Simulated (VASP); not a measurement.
Data:

```
CELL_PARAMETERS angstrom
      3.04692     0.00000     0.00000
     -1.52346     2.63871     0.00000
      0.00000     0.00000     8.18127
ATOMIC_POSITIONS crystal
  Ta 0.00000 0.00000 0.00000
  Ta 0.00000 0.00000 0.50000
  Ge 0.33333 0.66667 0.25000
  Ge 0.66667 0.33333 0.75000
```

Level of theory: PBEsol GGA, VASP's PBE PAW potentials (set 64) (plane waves; VASP). Run with 400 eV cut-off, Gaussian smearing of 0.050 eV, potentials Ta_pv Ge_d.

Unless said otherwise, spin-orbit coupling is left out, though it shifts the bands of the heavy elements here.

**Question.** Predict the band gap (along the path) with the smallest direct gap where there is one.

**Answer.** 
```json
{
  "band gap (along the path)": "none (metal, semimetal or under 0.01 eV)"
}
```

The absolute energy has meaning only against runs of the same code, potentials and settings.

The structure was generated: TaGe was put into the NiAs type (P6_3/mmc), which need not be its known phase. It was relaxed first, which changed the volume by -23 %.
